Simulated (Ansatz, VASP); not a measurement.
CdCuH4 in VASP and in Ansatz

```
Cd Cu H
1.0
     3.19561    0.00000    0.00000
     0.00000    3.19561    0.00000
     0.00000    0.00000    5.93591
Cd Cu H
1 1 4
Direct
  0.50000 0.50000 0.50000
  0.00000 0.00000 0.00000
  0.00000 0.00000 0.73224
  0.50000 0.00000 0.00000
  0.00000 0.50000 0.00000
  0.00000 0.00000 0.26776
```

Alike in both runs: functional PBE; k mesh 6 × 6 × 4; occupations gaussian, width 0.1 eV; no spin polarisation.

Ansatz relaxed the structure, and its values are those at the end. VASP's run is a single point on that final structure, the one shown.

|  | VASP | Ansatz |
| --- | --- | --- |
| version | VASP 6.6.1 | Ansatz 0.2.0 |
| potentials or method | VASP PAW PBE potentials, release 64 (Cd, Cu, H) | scalar-relativistic, plane waves, PAW |
| plane-wave cutoff (eV) | 520 | 420 |
| valence electrons in the cell | 27 | 43 |

```csv
,VASP,Ansatz,Ansatz less VASP
gap on the k mesh at the Fermi level (eV),none,none,-
pressure (GPa),0.2,0.1,-0.01
rms of the force components (eV/Å),0.006,0.007,+0.0010
```

A gap of «none» marks a metal or a gap that the smearing closes. The two sets of potentials don't hold the same shells in valence.
